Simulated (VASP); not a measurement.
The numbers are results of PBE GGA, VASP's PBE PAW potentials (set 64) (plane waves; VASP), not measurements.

A VASP calculation is set up with these files.

**INCAR**
```
# general
SYSTEM = BN
PREC   = Normal
ENCUT  = 500
LREAL  = F
LASPH  = T

# electronic loop
EDIFF  = 1E-8
NELM   = 100
ALGO   = Normal

# smearing
ISMEAR = 0
SIGMA  = 0.01

# functional
GGA    = PE

# output
LWAVE  = T
LCHARG = F
```

KPOINTS:
```
Automatic mesh
0
Gamma
4 4 4
0 0 0
```

**POSCAR**
```
BN
2.4861220
  0.0000000000   0.7071068918   0.7071068918
  0.7071068918   0.0000000000   0.7071068918
  0.7071068918   0.7071068918   0.0000000000
B N
1 1
Cart
  0.0000000000   0.0000000000   0.0000000000
  0.3535534459   0.3535534459   0.3535534459
```

POTCAR, in this order: B_GW N_GW_new (PBE.64 set). Program: vasp_std.

Predict the energy per atom (σ→0), pressure, band gap (on the k-mesh).

```json
{
  "energy per atom (σ→0)": "-8627 meV/atom",
  "band gap (on the k-mesh)": "4.52 eV",
  "pressure": "407.7 kbar"
}
```

OSZICAR:
```
...
DAV:   8    -0.172535578404E+02    0.17897E-01   -0.48449E-02   184   0.271E+00    0.169E-01
DAV:   9    -0.172540075455E+02   -0.44971E-03   -0.88246E-04   160   0.427E-01    0.299E-02
DAV:  10    -0.172539982490E+02    0.92965E-05   -0.23583E-05   184   0.638E-02    0.934E-03
DAV:  11    -0.172540018222E+02   -0.35731E-05   -0.42790E-06   136   0.249E-02    0.139E-03
DAV:  12    -0.172540017948E+02    0.27355E-07   -0.17122E-07   176   0.588E-03    0.368E-04
DAV:  13    -0.172540018389E+02   -0.44059E-07   -0.33400E-08   144   0.247E-03    0.254E-04
DAV:  14    -0.172540018327E+02    0.61163E-08   -0.47231E-09    64   0.104E-03
   1 F= -.17254002E+02 E0= -.17254002E+02  d E =-.292761E-35
```

The compound is BN in the zinc blende structure. This cell is one point of a volume scan, at 0.92 of the reference volume. The k-mesh is coarse (spacing up to 0.77 per Å, 2π included), so the numbers may not be converged in it.
